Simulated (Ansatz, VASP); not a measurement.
## One calculation of KZnI3, two programs

The input POSCAR:

```
KZnI3
1.0
    5.6991873221      0.0000000000      0.0000000000
    0.0000000000      5.6991873221      0.0000000000
    0.0000000000      0.0000000000      5.6991873221
K Zn I
1 1 3
Direct
    0.0000000000      0.0000000000      0.0000000000
    0.5000000000      0.5000000000      0.5000000000
    0.5000000000      0.5000000000      0.0000000000
    0.5000000000      0.0000000000      0.5000000000
    0.0000000000      0.5000000000      0.5000000000
```

Contents of INCAR.step1:

```
PREC = Accurate
ENCUT = 520
ISMEAR = -1
SIGMA = 0.02
LREAL = False
LASPH = True
NELM = 100
NBANDS = 29
GGA = PE
ALGO = Normal
EDIFF = 1E-4
LWAVE = True
LCHARG = False
```

Contents of INCAR.step2:

```
PREC = Accurate
ENCUT = 520
EDIFF = 1E-6
ISMEAR = -1
SIGMA = 0.02
LREAL = False
LASPH = True
NELM = 100
ALGO = Normal
ISIF = 2
LWAVE = False
LCHARG = False
METAGGA = R2SCAN
LMIXTAU = True
NBANDS = 29
ISTART = 1
```

Contents of KPOINTS:

```
Automatic mesh
0
Gamma
  4 4 4
```

Input for Ansatz:

```yaml
crystal:
  lattice:
    - [5.6991873221, 0.0, 0.0]
    - [0.0, 5.6991873221, 0.0]
    - [0.0, 0.0, 5.6991873221]
  atoms:
    - { symbol: K, position: [0.0, 0.0, 0.0] }
    - { symbol: Zn, position: [0.5, 0.5, 0.5] }
    - { symbol: I, position: [0.5, 0.5, 0.0] }
    - { symbol: I, position: [0.5, 0.0, 0.5] }
    - { symbol: I, position: [0.0, 0.5, 0.5] }
kpoints:
  mp_grid: { grid: [4, 4, 4] }
  band_path:
    path: [[0.0, 0.0, 0.0], [0.0, 0.5, 0.0], [0.5, 0.5, 0.0], [0.5, 0.5, 0.5]]
    npoints: 1
hamiltonian:
  xc: r2scan
scf:
  occupations: { method: fermi_dirac, width: 0.02 }
  n_extra_bands: 5
output:
  forces: true
  stress: true
  eigenvalues: true
```

Alike in both runs: task single point; functional r2SCAN; k mesh 4 × 4 × 4; occupations fermi-dirac, width 0.02 eV; no spin polarisation.

|  | VASP | Ansatz |
| --- | --- | --- |
| version | VASP 6.6.1 | Ansatz 0.2.0 |
| potentials or method | VASP PAW PBE potentials, release 64 (K_sv, Zn, I) | plane waves, PAW |
| plane-wave cutoff (eV) | 520 | 500 |
| valence electrons in the cell | 42 | 72 |

|  | VASP | Ansatz | Ansatz less VASP |
| --- | --- | --- | --- |
| pressure (GPa) | 0.0 | 0.0 | -0.01 |

The two sets of potentials don't hold the same shells in valence.

Caveats: the PAW data sets were made with another functional, which shifts forces and pressure a little (VASP). Spin-orbit coupling is left out, which matters for the levels of I.
